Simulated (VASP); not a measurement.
Data:

```yaml
crystal:
  lattice:
    - [4.00764, 0.00000, 0.00000]
    - [-2.00382, 3.47072, 0.00000]
    - [0.00000, 0.00000, 3.89517]
  atoms:
    - { symbol: Gd, position: [0.00000, 0.00000, 0.50000] }
    - { symbol: Ni, position: [0.33333, 0.66667, 0.00000] }
    - { symbol: As, position: [0.66667, 0.33333, 0.00000] }
```

All values below come from PBEsol GGA, VASP's PBE PAW potentials (set 64) (plane waves; VASP 6.6.1). Numerical set-up: 400 eV cut-off, 8×8×7 Γ-centred mesh, first-order Methfessel-Paxton smearing of 0.10 eV, potentials Gd_3 Ni As.

The 4f electrons are frozen in the core of the lanthanide potential, so 4f levels, which can set the real gap, and their magnetism are missing.

Predict the energy per atom (σ→0), band gap (on the k-mesh) with the smallest direct gap where there is one.

| Item | Result |
|---|---|
| band gap (on the k-mesh) | none (metal, semimetal or under 0.01 eV) |
| energy per atom (σ→0) | -6.524 eV/atom |

The absolute energy has meaning only against runs of the same code, potentials and settings.

The structure comes from a computed database's GdNiAs entry (P-6m2); how it stands against other phases isn't given here. It was relaxed first. The start is the result of an earlier pass. The run is not spin-polarised, so no magnetic state was tried.
